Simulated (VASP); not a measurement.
A VASP calculation is set up with these files.

### INCAR
```
SYSTEM = Sr
PREC = Accurate
ENCUT = 520
EDIFF = 1E-7
NELM = 100
ALGO = Normal
LREAL = .FALSE.
LASPH = .TRUE.
ISMEAR = 0
SIGMA = 0.05
GGA = ML
ZAB_VDW = -1.8867
LUSE_VDW = .TRUE.
AGGAC = 0.0
LMAXMIX = 4
LWAVE = .FALSE.
LCHARG = .FALSE.
ISIF = 2
```

File POSCAR:
```
Sr
4.2022150
  0.0000000000   0.7071068000   0.7071068000
  0.7071068000   0.0000000000   0.7071068000
  0.7071068000   0.7071068000   0.0000000000
Sr
1
Direct
  0.0000000000   1.0000000000   1.0000000000
```

KPOINTS:
```
Automatic mesh
0
Gamma
8 8 8
0 0 0
```

POTCAR, in this order: Sr_sv (PBE.64 set). Program: vasp_std.

Q: Write an equivalent input for Quantum ESPRESSO's pw.x.

A: One equivalent input (not run):
```
&CONTROL
  calculation = 'scf'
  pseudo_dir = './pseudo'
  outdir = './out'
  tprnfor = .true.
  tstress = .true.
/
&SYSTEM
  ibrav = 0
  nat = 1
  ntyp = 1
  ecutwfc = 68
  occupations = 'smearing'
  smearing = 'gaussian'
  degauss = 0.003675
  input_dft = 'vdw-df2'
/
&ELECTRONS
  conv_thr = 7.3e-09
  electron_maxstep = 100
/
ATOMIC_SPECIES
  Sr 87.620 Sr.upf
CELL_PARAMETERS angstrom
     0.0000000    2.9714148    2.9714148
     2.9714148    0.0000000    2.9714148
     2.9714148    2.9714148    0.0000000
ATOMIC_POSITIONS crystal
  Sr   0.0000000  1.0000000  1.0000000
K_POINTS automatic
  8 8 8 0 0 0
```
The two are equivalent in intent, not identical: the potentials are each code's own (VASP's PAW set, PseudoDojo norm-conserving files in pw.x), so ENCUT and ecutwfc are chosen apart and not converted; conv_thr bounds pw.x's estimated SCF error, while EDIFF bounds the energy change between steps.

The compound is Sr in the fcc structure. This cell is one point of a volume scan, at 0.97 of the reference volume.
